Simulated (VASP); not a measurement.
Input:

```
MgI2
1.0
    1.89737    -3.28634     0.00000
    1.89737     3.28634     0.00000
    0.00000     0.00000     6.08618
Mg I
1 2
Direct
  0.00000   0.00000   0.00000
  0.33333   0.66667   0.27140
  0.66667   0.33333   0.72860
```

These are LDA (Ceperley-Alder, Perdew-Zunger), VASP's LDA PAW potentials (set 64) (plane waves; VASP) values and carry that method's errors. Run with 500 eV cut-off, 7×7×4 Γ-centred mesh, Gaussian smearing of 0.050 eV, potentials Mg I.

Energy and stress use the plane-wave basis of the starting cell.

Question: The ions, cell shape and volume at an external pressure of 20.0 GPa are relaxed. Which structure does the run end with?

Answer: 
```
MgI2
1.0
    1.82216    -3.15608     0.00000
    1.82216     3.15608     0.00000
    0.00000     0.00000     5.91093
Mg I
1 2
Direct
  0.00000   0.00000   0.00000
  0.33333   0.66667   0.27786
  0.66667   0.33333   0.72214
```
Space group P-3m1 (164), at a tolerance of 0.03 Å.

Question: How do energy and volume change from the first to the last step?

Answer: The energy (σ→0) changes by +240.5 meV/atom and the volume by -10.4 %, in 8 ionic steps.

The compound is MgI2 in the 1T layered structure. This run relaxes it under an external pressure of 20 GPa. Symmetry was kept, so distortions that lower it aren't found.
